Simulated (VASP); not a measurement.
Output of a VASP run:

**OUTCAR**
```
 ion  position               nearest neighbor table
   1  0.000  0.000  0.000-   3 2.54   4 2.54   3 2.54   4 2.54   4 2.54   3 2.54
   2  0.000  0.000  0.500-   3 2.54   4 2.54   3 2.54   4 2.54   4 2.54   3 2.54
   3  0.333  0.667  0.250-   1 2.54   2 2.54   1 2.54   2 2.54   1 2.54   2 2.54   4 3.67   4 3.67
                             4 3.67   4 3.67   4 3.67   4 3.67
   4  0.667  0.333  0.750-   1 2.54   2 2.54   1 2.54   2 2.54   1 2.54   2 2.54   3 3.67   3 3.67
                             3 3.67   3 3.67   3 3.67   3 3.67
  LATTYP: Found a hexagonal cell.
 ALAT       =     3.5098548336
 C/A-ratio  =     1.7415959945
 Subroutine PRICEL returns:
 Original cell was already a primitive cell.
 Subroutine GETGRP returns: Found 24 space group operations
The static configuration has the point symmetry D_3d.
 The point group associated with its full space group is D_6h.
The dynamic configuration has the point symmetry D_3d.
 Subroutine INISYM returns: Found 24 space group operations
 Subroutine IBZKPT returns following result:
 Found     42 irreducible k-points:

 Following reciprocal coordinates:
            Coordinates               Weight
  0.000000  0.000000  0.000000      1.000000
  0.100000  0.000000  0.000000      6.000000
  0.200000  0.000000  0.000000      6.000000
  0.300000  0.000000  0.000000      6.000000
  0.400000  0.000000  0.000000      6.000000
  0.500000  0.000000  0.000000      3.000000
  0.100000  0.100000  0.000000      6.000000
  0.200000  0.100000  0.000000     12.000000
  0.300000  0.100000  0.000000     12.000000
  0.400000  0.100000  0.000000     12.000000
  0.200000  0.200000  0.000000      6.000000
  0.300000  0.200000  0.000000     12.000000
  0.400000  0.200000  0.000000      6.000000
  0.300000  0.300000  0.000000      6.000000
  0.000000  0.000000  0.200000      2.000000
  0.100000  0.000000  0.200000     12.000000
  0.200000  0.000000  0.200000     12.000000
  0.300000  0.000000  0.200000     12.000000
  0.400000  0.000000  0.200000     12.000000
  0.500000  0.000000  0.200000      6.000000
  0.100000  0.100000  0.200000     12.000000
  0.200000  0.100000  0.200000     24.000000
  0.300000  0.100000  0.200000     24.000000
  0.400000  0.100000  0.200000     24.000000
  0.200000  0.200000  0.200000     12.000000
  0.300000  0.200000  0.200000     24.000000
  0.400000  0.200000  0.200000     12.000000
  0.300000  0.300000  0.200000     12.000000
  0.000000  0.000000  0.400000      2.000000
  0.100000  0.000000  0.400000     12.000000
  0.200000  0.000000  0.400000     12.000000
  0.300000  0.000000  0.400000     12.000000
  0.400000  0.000000  0.400000     12.000000
  0.500000  0.000000  0.400000      6.000000
  0.100000  0.100000  0.400000     12.000000
  0.200000  0.100000  0.400000     24.000000
  0.300000  0.100000  0.400000     24.000000
  0.400000  0.100000  0.400000     24.000000
  0.200000  0.200000  0.400000     12.000000
  0.300000  0.200000  0.400000     24.000000
   k-points           NKPTS =     42   k-points in BZ     NKDIM =     42   number of bands    NBANDS=     22
   number of dos      NEDOS =    301   number of ions     NIONS =      4
   total plane-waves  NPLWV =  45000
   dimension x,y,z NGX =    30 NGY =   30 NGZ =   50
   dimension x,y,z NGXF=    60 NGYF=   60 NGZF=  100
   ions per type =               2   2
   PREC   = accura    normal or accurate (medium, high low for compatibility)
   ISTART =      0    job   : 0-new  1-cont  2-samecut
   ICHARG =      2    charge: 1-file 2-atom 10-const
   ISPIN  =      1    spin polarized calculation?
   LNONCOLLINEAR =      F non collinear calculations
   LSORBIT =      F    spin-orbit coupling
   INIWAV =      1    electr: 0-lowe 1-rand  2-diag
   ENCUT  =  620.0 eV  45.57 Ry    6.75 a.u.   7.13  7.13 12.41*2*pi/ulx,y,z
   NELM   =    100;   NELMIN=  2; NELMDL= -5     # of ELM steps
   EDIFF  = 0.1E-05   stopping-criterion for ELM
   LREAL  =      F    real-space projection
   NLSPLINE    = F    spline interpolate recip. space projectors
...
```

OSZICAR:
```
       N       E                     dE             d eps       ncg     rms          rms(c)
DAV:   1     0.367915906895E+03    0.36792E+03   -0.21308E+04  1854   0.234E+03
DAV:   2     0.153253450793E+02   -0.35259E+03   -0.34804E+03  1878   0.537E+02
DAV:   3    -0.172755351038E+02   -0.32601E+02   -0.31873E+02  2268   0.167E+02
DAV:   4    -0.183937863013E+02   -0.11183E+01   -0.11074E+01  2192   0.315E+01
DAV:   5    -0.184412277589E+02   -0.47441E-01   -0.47426E-01  2670   0.620E+00    0.408E+00
DAV:   6    -0.175761785574E+02    0.86505E+00   -0.27146E+00  2482   0.110E+01    0.138E+00
DAV:   7    -0.175497081626E+02    0.26470E-01   -0.28772E-01  2502   0.269E+00    0.671E-01
DAV:   8    -0.175431314707E+02    0.65767E-02   -0.21935E-02  2394   0.161E+00    0.111E-01
DAV:   9    -0.175425537501E+02    0.57772E-03   -0.24523E-03  2500   0.467E-01    0.416E-02
DAV:  10    -0.175425321819E+02    0.21568E-04   -0.46738E-04  2400   0.213E-01    0.153E-02
DAV:  11    -0.175425293125E+02    0.28693E-05   -0.57756E-05  2474   0.742E-02    0.498E-03
DAV:  12    -0.175425279563E+02    0.13562E-05   -0.38309E-06  1796   0.132E-02    0.501E-04
DAV:  13    -0.175425279009E+02    0.55437E-07   -0.24470E-07  1122   0.550E-03
   1 F= -.13472149E+02 E0= -.13472707E+02  d E =-.134721E+02
```

### OUTCAR
```
------------------------ aborting loop because EDIFF is reached ----------------------------------------
  FORCE on cell =-STRESS in cart. coord.  units (eV):
  Direction    XX          YY          ZZ          XY          YZ          ZX
  --------------------------------------------------------------------------------------
  Total        4.1491578      4.1491552      4.1366100     -0.0000000      0.0000000      0.0000000
  in kB      101.9354298    101.9353658    101.6271597     -0.0000000      0.0000000      0.0000000
  external PRESSURE =       1.8326518 kB  Pullay stress =     100.0000000 kB
  volume of cell :       65.21
      direct lattice vectors                 reciprocal lattice vectors
     3.509854834  0.000000000  0.000000000     0.284912068  0.164494111  0.000000000
    -1.754927417  3.039622496  0.000000000     0.000000000  0.328988222  0.000000000
     0.000000000  0.000000000  6.112749120     0.000000000  0.000000000  0.163592515
 POSITION                                       TOTAL-FORCE (eV/Angst)
 -----------------------------------------------------------------------------------
      0.00000      0.00000      0.00000         0.000000      0.000000      0.000000
      0.00000      0.00000      3.05637         0.000000      0.000000      0.000000
     -0.00000      2.02642      1.52819         0.000000      0.000000     -0.000000
      1.75493      1.01321      4.58456        -0.000000     -0.000000      0.000000
 -----------------------------------------------------------------------------------
    total drift:                                0.000000     -0.000000      0.000000
  FREE ENERGIE OF THE ION-ELECTRON SYSTEM (eV)
  ---------------------------------------------------
  free  energy   TOTEN  =       -17.5425279009 eV

  energy  without entropy=      -17.5442008021  energy(sigma->0) =      -17.54308553
  enthalpy is  TOTEN    =       -13.4721494175 eV   P V=        4.0703784834

 reached required accuracy - stopping structural energy minimisation
```
(Selected blocks of OUTCAR.)

POSCAR:
```
BBi
1
    3.5098548336    -0.0000000000    -0.0000000000
   -1.7549274169     3.0396224955     0.0000000000
   -0.0000000000    -0.0000000000     6.1127491195
B Bi
2 2
Direct
  1.0000000000   0.0000000000   0.0000000000
  1.0000000000   0.0000000000   0.5000000000
  0.3333330000   0.6666670000   0.2500000000
  0.6666670000   0.3333330000   0.7500000000
```

### Question
Reconstruct the remaining input files.

### Answer
This is not unique; one that fits is the input of the run itself, PBEsol GGA, plane waves, VASP's PBE PAW potentials (set 64).

**INCAR**
```
SYSTEM = BBi
PREC = Accurate
ENCUT = 620
EDIFF = 1E-6
NELM = 100
ALGO = Normal
LREAL = .FALSE.
LASPH = .TRUE.
ISMEAR = 1
SIGMA = 0.1
GGA = PS
LMAXMIX = 4
LWAVE = .FALSE.
LCHARG = .FALSE.
IBRION = 2
ISIF = 3
NSW = 40
EDIFFG = -0.02
PSTRESS = 100
```

**KPOINTS**
```
Automatic mesh
0
G
 10 10 5
0 0 0
```

POTCAR, in this order: B Bi_d (PBE.64 set). Program: vasp_std.

The structure was generated: BBi was put into the NiAs type type (P6_3/mmc), which need not be its known phase. It was relaxed first under an external pressure of 10 GPa.
